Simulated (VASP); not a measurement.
Input:

```xyz
3
Lattice="1.9488 -3.3754 0.0000 1.9488 3.3754 0.0000 0.0000 0.0000 6.1459" Properties=species:S:1:pos:R:3 pbc="T T T"
Sn     0.0000     0.0000     0.0000
Se     1.9488     1.1251     1.6011
Se     1.9488    -1.1251     4.5448
```

All values below come from optB88-vdW, VASP's PBE PAW potentials (set 64) (plane waves; VASP). Numerical set-up: 520 eV cut-off, 7×7×4 Γ-centred mesh, tetrahedra with Blöchl corrections, potentials Sn_d Se.

Problem. Estimate the energy per atom (σ→0).

Solution. 
- energy per atom (σ→0): -1.766 eV/atom

The absolute energy has meaning only against runs of the same code, potentials and settings.

The compound is SnSe2 in the 1T layered structure. It was relaxed first.
